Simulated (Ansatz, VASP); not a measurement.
# Cross-check of ZrB2 between VASP and Ansatz, part 2 of 2

Wanted: the spread between two codes on one cell, functional and k mesh. The cell is taken from a series of runs on this material, whose earlier steps may have relaxed, scaled, displaced or heated it; both programs get it as it stands.

VASP 6.6.1 and Ansatz 0.2.0.

So far: The starting structure; VASP: zone-centre phonons, PBEsol.

**3. Ansatz: zone-centre phonons, PBEsol**

Level of this step: Ansatz beside VASP: Kohn-Sham DFT, plane waves, PBEsol (Ansatz).

Ansatz runs on its PAW soft_1 files.

The same cell, functional, mesh and smearing now go to Ansatz, which takes its cutoff from its data sets.

input.yaml

```yaml
crystal:
  lattice:
    - [3.2124601856, 0.0, 0.0]
    - [-1.6062300928, 2.7820721294, 0.0]
    - [0.0, 0.0, 3.5854772082]
  atoms:
    - { symbol: B, position: [0.3333333333, 0.6666666667, 0.5] }
    - { symbol: B, position: [0.6666666667, 0.3333333333, 0.5] }
    - { symbol: Zr, position: [0.0, 0.0, 0.0] }
kpoints:
  mp_grid: { grid: [15, 15, 12] }
hamiltonian:
  xc: pbesol
  pseudopotentials: { kind: paw, azcp: { folder: soft_1 }, xc_functional: pbe }
scf:
  occupations: { method: methfessel_paxton, width: 0.2 }
output:
  eigenvalues: true
phonons:
  method: dfpt
```

Started as:

```
$ ansatz run input.yaml --threads 4 --pin off --max-ram 10240MiB --backend cpu --events-out ev --progress --plain --runs-dir out
```

Numbers of over 12 decimals in the logs are rounded to 6 here.

What it wrote:

```text
zone centre: on kpoints.mp_grid the ground state, and the responses unless they are solved on pairs of k-points, stand on 448 of the mesh's 2700 k-points, reduced under 4 symmetry operations, with k and −k counted as one. Each operation leaves every solved displacement unchanged or reverses it
Engine: ansatz 0.2.0, x86_64-unknown-linux-gnu
Pseudopotentials: kind: paw
Pseudopotential: B, paw, valence charge 3, recommended cutoff 420 eV (normal), soft_1/B.paw.azcp
Pseudopotential: Zr, paw, valence charge 12, recommended cutoff 420 eV (normal), soft_1/Zr.paw.azcp
Functional definition: PBEsol
  exchange = pbesol_x
  correlation = pbesol_c
Crystal: 3 atoms, lattice volume = 32.044 Å³
Basis set: ecut = 420 eV, 635 PW (Γ), exchange–correlation on 48×48×48 points (8 copies of the dense FFT grid, shifted against one another)
Bands: 13, of which v1, the nominal top of the filled ones, is band 9 counted from 1 (8 counted from 0)
Symmetry: 24 space group operations
k-points: 448 of 2700 (irreducible under 4 space group operations, time reversal used)
Non-local potential: B, projectors of the file, l = 0: 2, l = 1: 2, l = 2: 1
Non-local potential: Zr, projectors of the file, l = 0: 3, l = 1: 2, l = 2: 2, l = 3: 1
PAW form: soft (Blöchl's): semilocal exchange-correlation on the pseudo side does not see the compensation charge
PAW frozen core: B, regenerated for the run's functional, and the local potential with it (the file was generated under x = pbe(κ = 0.804, μ = 0.219515), c = pbe(β = 0.066725))
PAW frozen core: Zr, regenerated for the run's functional, and the local potential with it (the file was generated under x = pbe(κ = 0.804, μ = 0.219515), c = pbe(β = 0.066725))
PAW one-centre angular grid: B, 110 points (default); XC on 64 Gauss nodes
PAW one-centre angular grid: Zr, 590 points (default); XC on 64 Gauss nodes
Initial density: superposition of atomic densities (chi_scale 0.1, normalization cell, long waves kept (reshape's long-wave potential 0.00 eV rms))
Initial wavefunctions: pseudopotential atomic-orbital guess
Functional: x = pbesol(κ = 0.804, μ = 0.123457), c = pbesol(β = 0.046)
SCF iter   1: F=—  HF=-4437.603822 eV  |F-HF|=—  |Δ(HF+E_count)|=         —  Δρ=5.01e-2  dr2=1.51e0  ethr=3.10e-3  ⟨swp⟩=4.9  Hψ=27988  notcnv=0
preconditioner: auto → none  [metal: Δε(μ)=0.046 eV  Ē_g=9.153 eV  σ=0.200 eV  W_gap=0.19  n_scr=8 (ndim 8)  ℏωp=20.7 eV  f_vac=0.000  D(μ)=0.25/eV (n_scr^D=0)  sad-step TF]
SCF iter   2: F=—  HF=-4437.260529 eV  |F-HF|=—  |Δ(HF+E_count)|=   3.43e-1  S|Δr|=    0.00e0  Δρ=2.52e-2  dr2=3.37e-1  ethr=3.10e-3  ⟨swp⟩=2.0  Hψ=11204  notcnv=0
SCF iter   3: F=—  HF=-4437.165534 eV  |F-HF|=—  |Δ(HF+E_count)|=   9.50e-2  S|Δr|=    0.00e0  Δρ=2.36e-3  dr2=1.65e-3  ethr=1.87e-3  ⟨swp⟩=2.1  Hψ=9973  notcnv=0
SCF iter   4: F=—  HF=-4437.165750 eV  |F-HF|=—  |Δ(HF+E_count)|=   2.15e-4  S|Δr|=    0.00e0  Δρ=4.22e-4  dr2=5.79e-5  ethr=9.17e-6  ⟨swp⟩=2.2  Hψ=12496  notcnv=0
SCF iter   5: F=—  HF=-4437.165757 eV  |F-HF|=—  |Δ(HF+E_count)|=   7.71e-6  S|Δr|=    0.00e0  Δρ=5.70e-5  dr2=8.08e-7  ethr=3.22e-7  ⟨swp⟩=2.0  Hψ=8244  notcnv=0
SCF iter   6: F=—  HF=-4437.165757 eV  |F-HF|=—  |Δ(HF+E_count)|=   2.64e-8  S|Δr|=    0.00e0  Δρ=9.48e-6  dr2=1.90e-8  ethr=4.49e-9  ⟨swp⟩=2.6  Hψ=9926  notcnv=0
SCF iter   7: F=—  HF=-4437.165757 eV  |F-HF|=—  |Δ(HF+E_count)|=  3.81e-10  S|Δr|=    0.00e0  Δρ=1.77e-6  dr2=5.98e-10  ethr=1.05e-10  ⟨swp⟩=2.0  Hψ=9863  notcnv=0
SCF iter   8: F=-4437.165757 eV  HF=-4437.165757 eV  |F-HF|=1.82e-12  |Δ(HF+E_count)|=  2.73e-11  S|Δr|=    0.00e0  Δρ=1.74e-7  dr2=3.94e-12  ethr=1.00e-12  ⟨swp⟩=4.1  Hψ=27392  notcnv=0
the search or the solves at the SCF's close seem to have found levels that the self-consistency loop had missed (the run counts 3). By its estimate they hold under 1e-12 electrons; where the run keeps them, the occupations were computed again with them
SCF 1 converged in 8 iterations: F = -4437.165757 eV  dr2 = 3.94e-12
  greatest PAW one-centre occupation: 0.996 electrons in one spin orbital (limit 2), on the Zr atom at site 2 (counted from 0), in its partial waves of l = 0
DFPT response loops at Γ: preconditioner auto → Kerker (q_TF=auto, 2.478 Å⁻¹) (partly filled bands, converged f_vac=0.000); β = 1.00, the filter's whole step (`scf.mixing.beta` (0.50) is not read by the response loops under this deck's `scf.mixing.preconditioner`; to damp them name `kerker` or `kerker_dos`, under which they read `scf.mixing.beta`, and type it under 1.00, their step now; both keys bind the ground state too); Broyden in place of MSR1
SCF converged after 8 iterations
Stability not checked: this state was not tested for a lower state beside it, because cold or Methfessel-Paxton smearing, or corrected tetrahedra, fill the levels in a way that the test cannot read (fill_not_monotonic; see scf.lower_state_search)
Free energy (F): -4437.165757 eV
Harris-Foulkes:  -4437.165757 eV  (|F-HF|=1.82e-12)
Internal energy: -4437.166315 eV  (E = F + TS)
E sigma→0 (E₀):  -4437.165897 eV
Entropy (-TS):   0.000557 eV (0.186 meV/atom)
Fermi energy:    14.976517 eV
--- Per-component energies (eV) ---
  E_band       = -38.912461
  E_kinetic    = 414.225856
  E_local      = -550.222293  (includes V_loc(G=0)·N_el)
  E_nonlocal   = 90.720913
  E_hartree    = 184.001808
  E_xc         = -220.246199
  E_vxc        = -261.271030  (∫ρ·V_xc dr)
  E_paw        = -3059.662678  (= ΣΔE_a)
  E_vpaw       = -100.369514  (= ΣTr[D̂ρ^β])
  E_aug_tail   = -0.000012  (compensation charges beyond the density's cutoff)
  E_ewald      = -1296.178852
  E_core_change = 0.195143  (= ΣΔE_core)
  E_smearing   = 0.000557  (= −TS)
  E_closure    = 0.000000  (closes the sum)
  Σ components = -4437.165757   (vs F -4437.165757, Δ=0.00e0)
--- Band table (eV; the first three rows and the last of 448) ---
  k-point 0: bands = [... 5 lower, 12.4596, 12.4596, 12.4596, 12.6459, 18.1980, 18.1980, 18.9679, 18.9679]
  k-point 1: bands = [... 5 lower, 11.6682, 12.5229, 12.5229, 13.3997, 17.6950, 17.6950, 18.7656, 18.7656]
  k-point 2: bands = [... 5 lower, 10.7605, 12.7104, 12.7104, 14.2191, 16.9081, 16.9081, 18.2278, 18.2278]
  k-point 447: bands = [... 5 lower, 8.2245, 10.4554, 11.3895, 12.4738, 18.2231, 19.4127, 19.6534, 20.6912]
--- Phonons (Γ-DFPT): 4 representative perturbations + reference, on 448 of 2700 k-points (Σ response iterations 12) ---
  k mesh reduced under 4 symmetry operations, with k and −k counted as one. Each operation leaves every solved displacement unchanged or reverses it
  ASR residual: 1.056e-4 → 0.000e0 eV/Å²; symmetrization residual: 2.766e-7 eV/Å²
  ASR residual per site (eV/Å²): 2.28e-5 2.28e-5 1.06e-4
  Γ frequencies (cm⁻¹): 0.00 0.00 0.00 425.48 425.48 428.27 532.85 723.51 723.51
  non-analytic LO–TO correction: not included (Born effective charges unavailable; polar crystals: no LO–TO splitting at Γ)
```

Reading the cycles: dr2 is the Hartree energy of the density residual (eV), the measure of convergence; HF is the Harris–Foulkes estimate of the energy, which meets the free energy F at convergence.

**4. Side by side**

Known differences besides the potentials themselves: the cutoff is 420 eV in Ansatz and 500 eV in VASP; Ansatz makes its cores anew for this functional, VASP keeps those of its PBE data sets. Total energies have different zeros and are not compared.

Both answers:

```csv
quantity,Ansatz,VASP,difference
optical mode 1 to 2 (cm⁻¹),425.5,426.6,-0.25 %
optical mode 3 (cm⁻¹),428.3,430.0,-0.41 %
optical mode 4 (cm⁻¹),532.9,533.5,-0.12 %
optical mode 5 to 6 (cm⁻¹),723.5,725.8,-0.32 %
```

Modes are paired by rising frequency, not by their patterns, so a pair may set unlike modes beside each other; they are those without the splitting of longitudinal modes.

**5. Summary of results**

| Property | Result |
| --- | --- |
| r.m.s. difference of the optical zone-centre modes, each program's sorted by frequency (zone-centre phonons, PBEsol) | 1.7 cm⁻¹ |

The r.m.s. difference of the optical zone-centre modes, each program's sorted by frequency is 1.7 cm⁻¹ (zone-centre phonons, PBEsol). Such differences can come from data sets, numerical settings and the points named under the comparisons, not from the functional's error against experiment.

[Lines on the potential files, build, host, timing and source positions are cut from VASP's logs without a mark.]

[Logs are printed without paths, hosts, clocks, repeated set-up lines and the standing remarks that a program may print on its own settings, such as how far it seeks lower states.]

[Hosts, paths, dates, database ids (printed as entryN), source tags and the programs' standing remarks are cut or masked in the printed files.]
